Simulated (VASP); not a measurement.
Input:

```yaml
crystal:
  lattice:
    - [4.47170, 0.00000, 0.00000]
    - [-2.23585, 3.87260, 0.00000]
    - [0.00000, 0.00000, 2.59398]
  atoms:
    - { symbol: Ni, position: [0.00000, 0.00000, 0.00000] }
    - { symbol: Ge, position: [0.33333, 0.66667, 0.50000] }
    - { symbol: Ge, position: [0.66667, 0.33333, 0.50000] }
```

All values below come from r2SCAN meta-GGA, VASP's PBE PAW potentials (set 64) (plane waves; VASP 6.6.1). Run with 400 eV cut-off, 9×9×13 Γ-centred mesh, tetrahedra with Blöchl corrections, potentials Ni Ge_d.

Q: Estimate the energy per atom (σ→0), band gap (over mesh and band path) with the smallest direct gap where there is one.

A: 
```yaml
band gap (over mesh and band path): none (metal, semimetal or under 0.01 eV)
energy per atom (σ→0): -1227.6 kJ/mol-atom
```

The absolute energy has meaning only against runs of the same code, potentials and settings.

The structure was generated: NiGe2 was put into the AlB2 type (P6/mmm), which need not be its known phase. It was relaxed first, which changed the volume by -47 %. The run is not spin-polarised, so no magnetic state was tried.
